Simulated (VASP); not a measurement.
Energy against volume of LiF (rock salt). These are PBE GGA with D3 dispersion (zero damping), VASP's PBE PAW potentials (set 64) (plane waves; VASP 6.6.1) values and carry that method's errors. Run with 520 eV cut-off, 11×11×11 Γ-centred mesh, Gaussian smearing of 0.050 eV, potentials Li_sv F.

```
V (Å³/atom)  E (eV/atom)
-----------  -----------
7.736           -4.95869
7.975           -4.96111
8.214           -4.96019
8.454           -4.95630
```

Problem. Fit these four points and predict the energy of the run at 7.497 Å³/atom.

Solution. A cubic in V^(−2/3), the third-order Birch-Murnaghan form, passes through the four points with V0 = 8.02 Å³/atom and B0 = 73 GPa, and gives -4.9525 eV/atom there. The run gave -4.9523 eV/atom, +0.2 meV/atom from the fit; all five points give B0 = 74 GPa.

The compound is LiF in the rock salt structure. It was relaxed first.
